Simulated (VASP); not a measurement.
These are PBEsol GGA, VASP's PBE PAW potentials (set 64) (plane waves; VASP) values and carry that method's errors.

A VASP calculation is set up with these files.

**POSCAR**
```
InGaP2
1.0
  1.9996063555   1.1544736414   6.5488369907
 -1.9996063555   1.1544736414   6.5488369907
  0.0000000000  -2.3089463094   6.5488369930
In Ga P
1 1 2
Cart
 -0.0000000000   0.0000004873   9.8350456983
 -0.0000000000   0.0000000000   0.0004617696
 -0.0000000000   0.0000001163   2.3465277557
  0.0000000000   0.0000006132  12.3757891482
```

INCAR:
```
SYSTEM = InGaP2
PREC = Accurate
ENCUT = 400
EDIFF = 1E-7
NELM = 100
ALGO = Normal
LREAL = .FALSE.
LASPH = .TRUE.
ISMEAR = 0
SIGMA = 0.05
GGA = PS
LMAXMIX = 4
LWAVE = .FALSE.
LCHARG = .FALSE.
LORBIT = 11
ICHARG = 11
```

File KPOINTS:
```
k-points along high-symmetry lines
12
Line-mode
Reciprocal
  0.000000   0.000000   0.000000 ! GAMMA
 -0.500000  -0.500000  -0.500000 ! T

 -0.500000  -0.500000  -0.500000 ! T
 -0.187419  -0.812581  -0.500000 ! H_2

  0.187419  -0.500000  -0.187419 ! H_0
  0.000000  -0.500000   0.000000 ! L

  0.000000  -0.500000   0.000000 ! L
  0.000000   0.000000   0.000000 ! GAMMA

  0.000000   0.000000   0.000000 ! GAMMA
  0.343709  -0.343709   0.000000 ! S_0

  0.000000  -0.656291  -0.343709 ! S_2
  0.000000  -0.500000  -0.500000 ! F

  0.000000  -0.500000  -0.500000 ! F
  0.000000   0.000000   0.000000 ! GAMMA
```

POTCAR, in this order: In_d Ga_d P (PBE.64 set). Program: vasp_std. Read from the step before: CHGCAR.

Output of the run:

OSZICAR:
```
       N       E                     dE             d eps       ncg     rms          rms(c)
DAV:   1     0.242860939006E+03    0.24286E+03   -0.15560E+04  3758   0.184E+03
DAV:   2     0.107543399777E+02   -0.23211E+03   -0.22800E+03  3834   0.410E+02
DAV:   3    -0.147463542549E+02   -0.25501E+02   -0.24871E+02  4532   0.134E+02
DAV:   4    -0.157521991916E+02   -0.10058E+01   -0.10018E+01  4674   0.270E+01
DAV:   5    -0.157860128251E+02   -0.33814E-01   -0.33801E-01  5240   0.449E+00
DAV:   6    -0.157873190563E+02   -0.13062E-02   -0.13061E-02  5332   0.780E-01
DAV:   7    -0.157873487040E+02   -0.29648E-04   -0.29646E-04  5310   0.113E-01
DAV:   8    -0.157873497418E+02   -0.10378E-05   -0.10375E-05  5398   0.191E-02
DAV:   9    -0.157873497649E+02   -0.23183E-07   -0.23452E-07  3814   0.303E-03
   1 F= -.15787350E+02 E0= -.15787350E+02  d E =-.198550E-16
```

### OUTCAR
```
 val. band max:        4.9856644824   @ k =   0.0000   0.0000   0.0000

 cond. band min:       5.6548077837   @ k =   0.0000   0.0000   0.0000



 k-point     1 :       0.0000    0.0000    0.0000
  band No.  band energies     occupation
      1      -9.7933      2.00000
      2      -9.7264      2.00000
      3      -9.7264      2.00000
      4      -9.6587      2.00000
      5      -9.6587      2.00000
      6      -9.2858      2.00000
      7      -9.2141      2.00000
      8      -9.2141      2.00000
      9      -9.0558      2.00000
     10      -9.0558      2.00000
     11      -7.1437      2.00000
     12      -5.1966      2.00000
     13      -1.3942      2.00000
     14       3.7246      2.00000
     15       3.7246      2.00000
     16       4.7773      2.00000
     17       4.9857      2.00000
     18       4.9857      2.00000
     19       5.6548      0.00000
     20       6.6316      0.00000
     21       8.7045      0.00000
     22       8.7117      0.00000

 k-point     2 :      -0.0455   -0.0455   -0.0455
  band No.  band energies     occupation
      1      -9.7932      2.00000
      2      -9.7263      2.00000
      3      -9.7263      2.00000
      4      -9.6587      2.00000
      5      -9.6587      2.00000
      6      -9.2860      2.00000
      7      -9.2142      2.00000
      8      -9.2142      2.00000
      9      -9.0558      2.00000
     10      -9.0558      2.00000
     11      -7.1374      2.00000
     12      -5.2144      2.00000
     13      -1.3647      2.00000
     14       3.7278      2.00000
     15       3.7278      2.00000
     16       4.6742      2.00000
     17       4.9784      2.00000
     18       4.9784      2.00000
     19       5.7110      0.00000
     20       6.6617      0.00000
     21       8.7146      0.00000
     22       8.7598      0.00000

 k-point     3 :      -0.0909   -0.0909   -0.0909
  band No.  band energies     occupation
      1      -9.7930      2.00000
      2      -9.7263      2.00000
...
```

The density is held fixed in this step, so its total energy and stress have no physical meaning. Unless said otherwise, spin-orbit coupling is left out, though it shifts the bands of the heavy elements here.

The structure comes from a computed database's InGaP2 entry (R3m); how it stands against other phases isn't given here. It was relaxed first.
